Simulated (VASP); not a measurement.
Level of theory: PBE GGA, VASP's PBE PAW potentials (set 64) (plane waves; VASP 6.6.1).

A VASP calculation is set up with these files.

**KPOINTS**
```
K-points
0
gamma
 8 8 6
```

### POSCAR
```
NiSb
1
    1.9596845075    -3.3942733001    -0.0000000000
    1.9596845075     3.3942733001    -0.0000000000
   -0.0000000000    -0.0000000000     5.0951442645
Ni Sb
2 2
Direct
  0.0000000000   0.0000000000   0.5000000000
  0.0000000000   0.0000000000   1.0000000000
  0.3333330000   0.6666670000   0.2500000000
  0.6666670000   0.3333330000   0.7500000000
```

### INCAR
```
SYSTEM = NiSb
PREC = Accurate
ENCUT = 480
EDIFF = 1E-7
NELM = 100
ALGO = Normal
LREAL = .FALSE.
LASPH = .TRUE.
ISMEAR = 1
SIGMA = 0.1
GGA = PE
LMAXMIX = 4
LWAVE = .FALSE.
LCHARG = .FALSE.
ISIF = 3
IBRION = 2
NSW = 40
EDIFFG = -0.01
PSTRESS = 50
```

POTCAR, in this order: Ni Sb (PBE.64 set). Program: vasp_std.

Output of the run:

OSZICAR:
```
       N       E                     dE             d eps       ncg     rms          rms(c)
DAV:   1     0.165066908109E+03    0.16507E+03   -0.12045E+04  1520   0.154E+03
DAV:   2    -0.127530471995E+02   -0.17782E+03   -0.17290E+03  1529   0.315E+02
DAV:   3    -0.214296151748E+02   -0.86766E+01   -0.83823E+01  1741   0.862E+01
DAV:   4    -0.216711735519E+02   -0.24156E+00   -0.23891E+00  1700   0.134E+01
DAV:   5    -0.216792502842E+02   -0.80767E-02   -0.80725E-02  1890   0.260E+00    0.134E+01
DAV:   6    -0.242334149103E+02   -0.25542E+01   -0.35035E+01  1660   0.108E+02    0.171E+01
DAV:   7    -0.202736029638E+02    0.39598E+01   -0.13004E+01  1646   0.758E+01    0.399E+00
DAV:   8    -0.203295772721E+02   -0.55974E-01   -0.15225E+00  2066   0.113E+01    0.266E+00
DAV:   9    -0.202675653768E+02    0.62012E-01   -0.24038E-01  1718   0.877E+00    0.648E-01
DAV:  10    -0.202681075117E+02   -0.54213E-03   -0.80098E-03  1604   0.781E-01    0.493E-01
DAV:  11    -0.202676747186E+02    0.43279E-03   -0.70749E-04  1778   0.216E-01    0.150E-01
DAV:  12    -0.202674443204E+02    0.23040E-03   -0.76770E-04  2092   0.473E-01    0.407E-02
DAV:  13    -0.202674501090E+02   -0.57886E-05   -0.81531E-05  1619   0.678E-02    0.371E-02
DAV:  14    -0.202674497725E+02    0.33655E-06   -0.36311E-06  1618   0.194E-02    0.476E-03
DAV:  15    -0.202674494917E+02    0.28081E-06   -0.34632E-07  1420   0.733E-03    0.255E-03
DAV:  16    -0.202674491991E+02    0.29256E-06   -0.13594E-07   870   0.556E-03    0.135E-03
DAV:  17    -0.202674492256E+02   -0.26531E-07   -0.10132E-07   790   0.234E-03
   1 F= -.18152116E+02 E0= -.18152163E+02  d E =-.181521E+02
       N       E                     dE             d eps       ncg     rms          rms(c)
DAV:   1    -0.202665767125E+02    0.87249E-03   -0.21336E-03  1653   0.632E-01    0.105E-01
DAV:   2    -0.202667300170E+02   -0.15330E-03   -0.22777E-03  1657   0.927E-01    0.139E-01
DAV:   3    -0.202664517562E+02    0.27826E-03   -0.10112E-03  1651   0.640E-01    0.249E-02
DAV:   4    -0.202664456125E+02    0.61437E-05   -0.54374E-05  1580   0.622E-02    0.890E-03
DAV:   5    -0.202664446445E+02    0.96799E-06   -0.43903E-06  1842   0.359E-02    0.345E-03
DAV:   6    -0.202664445512E+02    0.93308E-07   -0.51807E-07  1559   0.834E-03
   2 F= -.18152127E+02 E0= -.18152167E+02  d E =-.115837E-04
```

**OUTCAR**
```
------------------------ aborting loop because EDIFF is reached ----------------------------------------
  FORCE on cell =-STRESS in cart. coord.  units (eV):
  Direction    XX          YY          ZZ          XY          YZ          ZX
  --------------------------------------------------------------------------------------
  Total        2.1097469      2.1097471      2.0967243      0.0000000     -0.0000000     -0.0000000
  in kB       49.8919155     49.8919206     49.5839542      0.0000000     -0.0000000     -0.0000000
  external PRESSURE =      -0.2107366 kB  Pullay stress =      50.0000000 kB
  volume of cell :       67.75
      direct lattice vectors                 reciprocal lattice vectors
     1.959722668 -3.394339404  0.000000000     0.255138142 -0.147304067  0.000000000
     1.959722668  3.394339404  0.000000000     0.255138142  0.147304067  0.000000000
     0.000000000  0.000000000  5.092498088     0.000000000  0.000000000  0.196367280
 POSITION                                       TOTAL-FORCE (eV/Angst)
 -----------------------------------------------------------------------------------
      3.91945      0.00000      2.54625         0.000000     -0.000000     -0.000000
      3.91945      0.00000      0.00000         0.000000     -0.000000     -0.000000
      1.95972      1.13145      1.27312         0.000000      0.000000      0.000000
      1.95972     -1.13145      3.81937        -0.000000     -0.000000      0.000000
 -----------------------------------------------------------------------------------
    total drift:                                0.000000      0.000000      0.000000
  FREE ENERGIE OF THE ION-ELECTRON SYSTEM (eV)
  ---------------------------------------------------
  free  energy   TOTEN  =       -20.2664445512 eV

  energy  without entropy=      -20.2665640960  energy(sigma->0) =      -20.26648440
  enthalpy is  TOTEN    =       -18.1521271987 eV   P V=        2.1143173525

 reached required accuracy - stopping structural energy minimisation
```
(Selected blocks of OUTCAR.)

**CONTCAR**
```
NiSb
   1.00000000000000
     1.9597226678646937   -3.3943394042858257    0.0000000000000000
     1.9597226678646937    3.3943394042858257    0.0000000000000000
     0.0000000000000000    0.0000000000000000    5.0924980880826212
  Ni              Sb
     2     2
Direct
     1.0000000000000000    1.0000000000000000    0.5000000000000000
     1.0000000000000000    1.0000000000000000    0.0000000000000000
     0.3333330000000032    0.6666669999999968    0.2500000000000000
     0.6666669999999968    0.3333330000000032    0.7500000000000000
```

### OUTCAR
```
 val. band max:       10.2655300913   @ k =   0.3750   0.0000   0.1667

 cond. band min:      10.3090025205   @ k =   0.2500  -0.0000   0.3333


 Fermi energy:        10.2785069764

 k-point     1 :       0.0000    0.0000    0.0000
  band No.  band energies     occupation
      1      -2.8696      2.00000
      2       1.7866      2.00000
      3       3.8960      2.00000
      4       6.2232      2.00000
      5       6.2232      2.00000
      6       6.9974      2.00000
      7       7.5918      2.00000
      8       7.5918      2.00000
      9       8.0709      2.00000
     10       8.0709      2.00000
     11       8.8694      2.00000
     12       8.8694      2.00000
     13      10.2030      1.95510
     14      10.7957     -0.00000
     15      10.7958     -0.00000
     16      12.7155      0.00000
     17      12.7155      0.00000
     18      13.3382      0.00000
     19      14.3177      0.00000

 k-point     2 :       0.1250   -0.0000    0.0000
  band No.  band energies     occupation
      1      -2.6716      2.00000
      2       1.7688      2.00000
      3       4.1181      2.00000
      4       6.1705      2.00000
      5       6.2660      2.00000
      6       6.9159      2.00000
      7       7.4441      2.00000
      8       7.5125      2.00000
      9       7.9547      2.00000
     10       8.1068      2.00000
     11       8.8582      2.00000
     12       8.8707      2.00000
     13       9.5777      2.00000
     14      10.1375      2.06276
     15      10.1687      2.06505
     16      11.9509     -0.00000
     17      13.2784      0.00000
     18      13.9629      0.00000
     19      14.7671      0.00000

 k-point     3 :       0.2500   -0.0000    0.0000
  band No.  band energies     occupation
      1      -2.0907      2.00000
      2       1.6291      2.00000
      3       4.7648      2.00000
      4       5.6347      2.00000
      5       6.3851      2.00000
      6       6.6559      2.00000
      7       7.2310      2.00000
...
```

Unless said otherwise, spin-orbit coupling is left out, though it shifts the bands of the heavy elements here.

The compound is NiSb in the NiAs type structure. This run relaxes it under an external pressure of 5 GPa. Symmetry was kept, so distortions that lower it aren't found. The run is not spin-polarised, so no magnetic state was tried.
